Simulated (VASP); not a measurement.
VASP runs on MgTe (space group F-43m) share one base input (LDA (Ceperley-Alder, Perdew-Zunger), plane waves, VASP's LDA PAW potentials (set 64)) and change the settings named in each case.

POSCAR:
```
MgTe
1
    0.0000000000     3.2087160000     3.2087160000
    3.2087160000     0.0000000000     3.2087160000
    3.2087160000     3.2087160000     0.0000000000
Mg Te
1 1
Direct
  0.0000000000   0.0000000000   0.0000000000
  0.2500000000   0.2500000000   0.2500000000
```

KPOINTS:
```
Automatic mesh
0
Gamma
6 6 6
0 0 0
```

**INCAR**
```
# general
SYSTEM =MgTe
PREC   =Accurate
ENCUT  =300
LREAL  =.FALSE.
LASPH  =.TRUE.

# electronic loop
EDIFF  =1E-6
NELM   =100
ALGO   =Normal
LMAXMIX=4

# smearing
ISMEAR =-1
SIGMA  =0.05

# ions
ISIF   =2

# output
LWAVE  =.FALSE.
LCHARG =.FALSE.
```

POTCAR, in this order: Mg Te (LDA.64 set). Program: vasp_std.

```json
[
 {"change": "base run", "E(σ→0) (eV/atom)": "-3.6499", "pressure (GPa)": "-0.89"},
 {"change": "GGA = PS, POTCAR Mg Te (PBE.64 set)", "E(σ→0) (eV/atom)": "-3.4446", "pressure (GPa)": "0.42"},
 {"change": "GGA_COMPAT = .FALSE., LNONCOLLINEAR = .TRUE., LSORBIT = .TRUE., MAGMOM = 0.0 0.0 0.0 0.0 0.0 0.0, program vasp_ncl", "E(σ→0) (eV/atom)": "-3.6966", "pressure (GPa)": "-0.84"},
 {"change": "KPOINTS 3×3×3 Γ-centred mesh", "E(σ→0) (eV/atom)": "-3.5702", "pressure (GPa)": "-0.29"}
]
```
 Energies of different potentials or functionals have different zeros. Unless said otherwise, spin-orbit coupling is left out, though it shifts the bands of the heavy elements here.

Left out are runs that ran out of time, are held back, or changed the cell or the kind of run, fixed moments of cells without a moment, rows past the twelfth, gaps on odd meshes, pressures of charged cells and columns that move by less than the noise.

The structure is a typed MgTe crystal (F-43m). The cell was not relaxed at this level, its lattice was scaled by up to 2.5 %.
